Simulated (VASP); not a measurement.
Data:

```
CELL_PARAMETERS angstrom
      1.58304    -2.74191     0.00000
      1.58304     2.74191     0.00000
      0.00000     0.00000     3.55639
ATOMIC_POSITIONS crystal
  Zr 0.00000 0.00000 0.00000
  B  0.33333 0.66667 0.50000
  B  0.66667 0.33333 0.50000
```

Method: r2SCAN meta-GGA, VASP's PBE PAW potentials (set 64) (plane waves; VASP). Settings: 600 eV cut-off, 10×10×8 Γ-centred mesh, first-order Methfessel-Paxton smearing of 0.10 eV, potentials Zr_sv B.

Energy and stress use the plane-wave basis of the starting cell.

Task: The ions, cell shape and volume at an external pressure of 30.0 GPa are relaxed. Which structure does the run end with?

Result: 
```
CELL_PARAMETERS angstrom
      1.53320    -2.65557     0.00000
      1.53320     2.65557     0.00000
      0.00000     0.00000     3.42520
ATOMIC_POSITIONS crystal
  Zr 0.00000 0.00000 0.00000
  B  0.33333 0.66667 0.50000
  B  0.66667 0.33333 0.50000
```
Space group P6/mmm (191), at a tolerance of 0.03 Å.

Task: How do energy and volume change from the first to the last step?

Result: The energy (σ→0) changes by +85.5 meV/atom and the volume by -9.7 %, in 9 ionic steps.

The compound is ZrB2 in the AlB2 type structure. This run relaxes it under an external pressure of 30 GPa. Symmetry was kept, so distortions that lower it aren't found.
